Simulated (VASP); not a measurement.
Input for VASP

INCAR:
```
SYSTEM = W
PREC = Accurate
ENCUT = 400
EDIFF = 1E-6
NELM = 25
ALGO = VeryFast
LREAL = .FALSE.
LASPH = .TRUE.
ISMEAR = 1
SIGMA = 0.1
GGA = PE
LMAXMIX = 6
LWAVE = .FALSE.
LCHARG = .FALSE.
ISIF = 2
HFSCREEN = 0.2
AEXX = 0.25
LHFCALC = .TRUE.
PRECFOCK = Fast
ISYM = 3
```

### KPOINTS
```
Automatic mesh
0
Gamma
2 2 2
0 0 0
```

**POSCAR**
```
W
1
   -1.5800000000     1.5800000000     1.5800000000
    1.5800000000    -1.5800000000     1.5800000000
    1.5800000000     1.5800000000    -1.5800000000
W
1
Direct
  0.0000000000   0.0000000000   0.0000000000
```

POTCAR, in this order: W_sv (PBE.64 set). Program: vasp_std.

The run wrote:

standard output:
```
 POSCAR found type information on POSCAR W
 POSCAR found :  1 types and       1 ions
 Reading from existing POTCAR
 Reading from existing POTCAR
 LDA part: xc-table for (Slater+PW92), standard interpolation
 POSCAR, INCAR and KPOINTS ok, starting setup
 WAVECAR not read
 entering main loop
       N       E                     dE             d eps       ncg     rms          rms(c)
RMM:   1    -0.211217590662E+04   -0.21122E+04   -0.65738E+03    33   0.110E+03
RMM:   2    -0.207467155544E+04    0.37504E+02   -0.87352E+02    33   0.268E+02
RMM:   3    -0.207488521138E+04   -0.21366E+00   -0.78408E+01    33   0.875E+01
RMM:   4    -0.207581960707E+04   -0.93440E+00   -0.21024E+01    33   0.416E+01
RMM:   5    -0.207579359144E+04    0.26016E-01   -0.13172E+01    33   0.281E+01
RMM:   6    -0.207545496190E+04    0.33863E+00   -0.67297E-01    33   0.132E+01
RMM:   7    -0.207591248439E+04   -0.45752E+00   -0.58098E+00    33   0.118E+01
RMM:   8    -0.207573112054E+04    0.18136E+00   -0.53645E+00    33   0.122E+01
RMM:   9    -0.207553584040E+04    0.19528E+00   -0.70924E-01    96   0.723E+00
RMM:  10    -0.207553300882E+04    0.28316E-02   -0.10788E-01    89   0.385E+00
RMM:  11    -0.207553806237E+04   -0.50535E-02   -0.13556E-01    96   0.376E+00
RMM:  12    -0.207554668015E+04   -0.86178E-02   -0.11888E-01    92   0.344E+00    0.176E+01
RMM:  13     0.614199932301E+02    0.21370E+04   -0.54927E+00   130   0.292E+01    0.226E+01
RMM:  14     0.616968591331E+02    0.27687E+00   -0.78883E-01    94   0.916E+00    0.825E+00
RMM:  15     0.619860829183E+02    0.28922E+00   -0.26616E-01    88   0.586E+00    0.274E+00
RMM:  16     0.620869512693E+02    0.10087E+00   -0.14644E-01    84   0.455E+00    0.798E-01
RMM:  17     0.621252030480E+02    0.38252E-01   -0.12624E-01    82   0.407E+00    0.421E-01
RMM:  18     0.621416489719E+02    0.16446E-01   -0.12018E-01    85   0.381E+00    0.407E-01
RMM:  19     0.621487050948E+02    0.70561E-02   -0.11884E-01    84   0.371E+00    0.342E-01
RMM:  20     0.621516976825E+02    0.29926E-02   -0.11875E-01    84   0.366E+00    0.257E-01
RMM:  21     0.621530272887E+02    0.13296E-02   -0.11886E-01    87   0.364E+00    0.182E-01
RMM:  22     0.621536644883E+02    0.63720E-03   -0.11884E-01    90   0.363E+00    0.123E-01
RMM:  23     0.621539746438E+02    0.31016E-03   -0.11870E-01    95   0.362E+00    0.821E-02
RMM:  24     0.621541142854E+02    0.13964E-03   -0.11874E-01    90   0.362E+00    0.540E-02
RMM:  25     0.621542072904E+02    0.93005E-04   -0.11867E-01    85   0.362E+00

 -----------------------------------------------------------------------------
|                                                                             |
|           W    W    AA    RRRRR   N    N  II  N    N   GGGG   !!!           |
|           W    W   A  A   R    R  NN   N  II  NN   N  G    G  !!!           |
|           W    W  A    A  R    R  N N  N  II  N N  N  G       !!!           |
|           W WW W  AAAAAA  RRRRR   N  N N  II  N  N N  G  GGG   !            |
|           WW  WW  A    A  R   R   N   NN  II  N   NN  G    G                |
|           W    W  A    A  R    R  N    N  II  N    N   GGGG   !!!           |
|                                                                             |
|     The electronic self-consistency was not achieved in the given           |
|     number of steps (NELM). The forces and other quantities evaluated       |
|     might not be reliable so examine the results carefully. If you find     |
|     spurious results, we suggest increasing NELM, if you were close to      |
|     convergence or switching to a different ALGO or adjusting the           |
|     density mixing parameters otherwise.                                    |
|                                                                             |
 -----------------------------------------------------------------------------

   1 F= 0.62154207E+02 E0= 0.62152758E+02  d E =0.434843E-02
```

**OUTCAR**
```
------------------------ aborting loop EDIFF was not reached (unconverged)  ----------------------------
  FORCE on cell =-STRESS in cart. coord.  units (eV):
  Direction    XX          YY          ZZ          XY          YZ          ZX
  --------------------------------------------------------------------------------------
  Total      -60.9153087    -60.9153087    -60.9153087      0.0000000     -0.0000000     -0.0000000
  in kB    -6185.9410902  -6185.9410902  -6185.9410902      0.0000000     -0.0000000     -0.0000000
  external PRESSURE =   -6185.9410902 kB  Pullay stress =       0.0000000 kB
  volume of cell :       15.78
      direct lattice vectors                 reciprocal lattice vectors
    -1.580000000  1.580000000  1.580000000     0.000000000  0.316455696  0.316455696
     1.580000000 -1.580000000  1.580000000     0.316455696  0.000000000  0.316455696
     1.580000000  1.580000000 -1.580000000     0.316455696  0.316455696  0.000000000
 POSITION                                       TOTAL-FORCE (eV/Angst)
 -----------------------------------------------------------------------------------
      0.00000      0.00000      0.00000         0.000000     -0.000000     -0.000000
 -----------------------------------------------------------------------------------
    total drift:                               -0.000010      0.002233      0.007130
  FREE ENERGIE OF THE ION-ELECTRON SYSTEM (eV)
  ---------------------------------------------------
  free  energy   TOTEN  =        62.1542072904 eV

  energy  without entropy=       62.1498588614  energy(sigma->0) =       62.15275781

  exchange ACFDT corr.  =        -0.00000000  see jH, gK, PRB 81, 115126
```
(Selected blocks of OUTCAR.)

Problem. Read input and log: which fault does this run have?
A. LDA potentials were taken and GGA is not set, so the run is LDA and not PBE
B. the lattice vectors carry noise near SYMPREC
C. a hybrid functional was run with ALGO = VeryFast
D. NSW = 0, so the ions never move

Solution. C, a hybrid functional was run with ALGO = VeryFast. The run did not converge; its last values are not results. Against the sound run, the energy per atom (σ→0) goes up by 77.453 eV/atom; the pressure drops by 627.31 GPa.

To mend it, set ALGO = Normal.

The mended run (HSE06 screened hybrid, plane waves, VASP's PBE PAW potentials (set 64)) converges, and its OSZICAR ends with
```
   1 F= -.15298335E+02 E0= -.15299785E+02  d E =0.434843E-02
```

The compound is W in the bcc structure. The cell was not relaxed at this level.
